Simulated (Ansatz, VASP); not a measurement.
One calculation of In2Ru, two programs

```
In Ru
1.0
     0.00000    3.88163    3.88163
     3.88163    0.00000    3.88163
     3.88163    3.88163    0.00000
In Ru
4 2
Direct
  0.62500 0.62500 0.62500
  0.12500 0.62500 0.62500
  0.62500 0.62500 0.12500
  0.62500 0.12500 0.62500
  0.00000 0.00000 0.00000
  0.25000 0.25000 0.25000
```

Alike in both runs: functional r2SCAN; k mesh 4 × 4 × 4; occupations gaussian, width 0.1 eV; no spin polarisation.

Ansatz relaxed the structure, and its values are those at the end. VASP's run is a single point on that final structure, the one shown.

```csv
,VASP,Ansatz
version,VASP 6.6.1,Ansatz 0.2.0
potentials or method,"VASP PAW PBE potentials, release 64 (In_d, Ru_pv)","scalar-relativistic, plane waves, PAW"
plane-wave cutoff (eV),520,500
valence electrons in the cell,80,84
```

Ansatz gave:

- gap on the k mesh at the Fermi level (eV): none
- pressure (GPa): 0.0

Task: Estimate VASP's values.

Result: gap on the k mesh at the Fermi level (eV): none; pressure (GPa): 0.3.

A gap of «none» marks a metal or a gap that the smearing closes. The two sets of potentials don't hold the same shells in valence.

Caveats: the PAW data sets were made with another functional, which shifts forces and pressure a little (VASP).
